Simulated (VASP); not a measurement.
Calculation: PBE GGA, VASP's PBE PAW potentials (set 64) (plane waves; VASP).

VASP ran on this input.

INCAR:
```
# general
SYSTEM  = Au
PREC    = Accurate
ENCUT   = 400   # plane-wave cut-off (eV)
LREAL   = F   # projection in real space or not
LASPH   = T

# electronic loop
EDIFF   = 1E-6
NELM    = 100
ALGO    = Normal
LMAXMIX = 6   # l cut-off of mixed one-centre charges

# smearing
ISMEAR  = 1   # Methfessel-Paxton
SIGMA   = 0.1   # width (eV)

# functional
GGA     = PE

# ions
ISIF    = 2   # forces and stress, cell fixed

# output
LWAVE   = F
LCHARG  = F
```

KPOINTS:
```
Automatic mesh
0
G
14 14 14
0 0 0
```

**POSCAR**
```
Au
1
    0.0000000000     2.0400000000     2.0400000000
    2.0400000000     0.0000000000     2.0400000000
    2.0400000000     2.0400000000     0.0000000000
Au
1
Direct
  0.0000000000   0.0000000000   0.0000000000
```

POTCAR, in this order: Au (PBE.64 set). Program: vasp_std.

Output

OSZICAR:
```
       N       E                     dE             d eps       ncg     rms          rms(c)
DAV:   1     0.326007649181E+02    0.32601E+02   -0.49681E+03  2216   0.859E+02
DAV:   2    -0.320821777609E+01   -0.35809E+02   -0.33505E+02  1942   0.174E+02
DAV:   3    -0.345709318589E+01   -0.24888E+00   -0.24879E+00  2242   0.151E+01
DAV:   4    -0.345769395458E+01   -0.60077E-03   -0.60076E-03  2131   0.808E-01
DAV:   5    -0.345769749727E+01   -0.35427E-05   -0.35435E-05  2133   0.596E-02    0.953E+00
DAV:   6    -0.321437096141E+01    0.24333E+00   -0.76829E-01  1909   0.863E+00    0.602E+00
DAV:   7    -0.319442525435E+01    0.19946E-01   -0.83102E-02  2000   0.281E+00    0.275E+00
DAV:   8    -0.319218628186E+01    0.22390E-02   -0.20200E-03  2002   0.458E-01    0.238E-01
DAV:   9    -0.319217856190E+01    0.77200E-05   -0.61090E-06  2044   0.276E-02    0.174E-02
DAV:  10    -0.319218411991E+01   -0.55580E-05   -0.23608E-06  2074   0.193E-02    0.198E-03
DAV:  11    -0.319218414937E+01   -0.29464E-07   -0.34604E-08   982   0.180E-03
   1 F= -.31921841E+01 E0= -.31923293E+01  d E =0.435588E-03
```

**OUTCAR**
```
------------------------ aborting loop because EDIFF is reached ----------------------------------------
  FORCE on cell =-STRESS in cart. coord.  units (eV):
  Direction    XX          YY          ZZ          XY          YZ          ZX
  --------------------------------------------------------------------------------------
  Total        0.9618500      0.9618500      0.9618500     -0.0000000      0.0000000     -0.0000000
  in kB       90.7606147     90.7606147     90.7606147     -0.0000000      0.0000000     -0.0000000
  external PRESSURE =      90.7606147 kB  Pullay stress =       0.0000000 kB
  volume of cell :       16.98
      direct lattice vectors                 reciprocal lattice vectors
     0.000000000  2.040000000  2.040000000    -0.245098039  0.245098039  0.245098039
     2.040000000  0.000000000  2.040000000     0.245098039 -0.245098039  0.245098039
     2.040000000  2.040000000  0.000000000     0.245098039  0.245098039 -0.245098039
 POSITION                                       TOTAL-FORCE (eV/Angst)
 -----------------------------------------------------------------------------------
      0.00000      0.00000      0.00000         0.000000     -0.000000     -0.000000
 -----------------------------------------------------------------------------------
    total drift:                               -0.000000     -0.000000     -0.000000
  FREE ENERGIE OF THE ION-ELECTRON SYSTEM (eV)
  ---------------------------------------------------
  free  energy   TOTEN  =        -3.1921841494 eV

  energy  without entropy=       -3.1926197375  energy(sigma->0) =       -3.19232935
```
(Selected blocks of OUTCAR.)

The compound is Au in the fcc structure. The cell was not relaxed at this level.
